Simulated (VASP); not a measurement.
Data:

```
HfPbO3
1.0
    4.07468     0.00000     0.00000
    0.00000     4.07468     0.00000
    0.00000     0.00000     4.07468
Hf Pb O
1 1 3
Cartesian
  2.03734   2.03734   2.03734
  0.00000   0.00000   0.00000
  0.00000   2.03734   2.03734
  2.03734   0.00000   2.03734
  2.03734   2.03734   0.00000
```

These are LDA (Ceperley-Alder, Perdew-Zunger), VASP's LDA PAW potentials (set 64) (plane waves; VASP) values and carry that method's errors. Settings: 520 eV cut-off, 5×5×5 Γ-centred mesh, Gaussian smearing of 0.050 eV, potentials Hf_pv Pb_d O.

Predict the energy per atom (σ→0).

The energy per atom (σ→0) is -9.027 eV/atom.

Only differences to runs with the same potentials and settings are physical.

The structure comes from a computed database's HfPbO3 entry (Pm-3m); how it stands against other phases isn't given here. It was relaxed first, which changed the volume by -6 %. The start is the result of an earlier pass.
